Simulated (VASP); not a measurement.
A convergence study with VASP on Ca (fcc): one setting is varied, all else stays as given below, so the limit is that of these other settings.

```
CELL_PARAMETERS angstrom
      0.00000     2.79000     2.79000
      2.79000     0.00000     2.79000
      2.79000     2.79000     0.00000
ATOMIC_POSITIONS crystal
  Ca 0.00000 0.00000 0.00000
```

The numbers are results of PBE GGA, VASP's PBE PAW potentials (set 64) (plane waves; VASP), not measurements. The tightest run used: 550 eV cut-off, 21×21×21 Γ-centred mesh, tetrahedra with Blöchl corrections, potentials Ca_sv.

```tsv
setting	E (eV/atom)	pressure (GPa)	irreducible k-points
3×3×3 mesh	-1.8903	-0.33	4
4×4×4 mesh	-1.9589	-0.88	8
5×5×5 mesh	-1.9236	-0.73	10
6×6×6 mesh	-1.9036	-0.78	16
7×7×7 mesh	-1.9303	-0.67	20
8×8×8 mesh	-1.9252	-0.66	29
9×9×9 mesh	-1.9247	-0.60	35
10×10×10 mesh	-1.9295	-0.61	47
```

Question: These are the cheaper rows. Estimate the results at 21×21×21 mesh, and how far the last row shown lies from them.

Answer: 
```csv
quantity,tightest run,last row shown is off by
E (eV/atom),-1.9275,-0.0019
pressure (GPa),-0.49,-0.12
```

Left out are rungs that failed or repeat a setting and relaxations that didn't move; long series are thinned to 24 rows.

The compound is Ca in the fcc structure. The cell was not relaxed at this level.
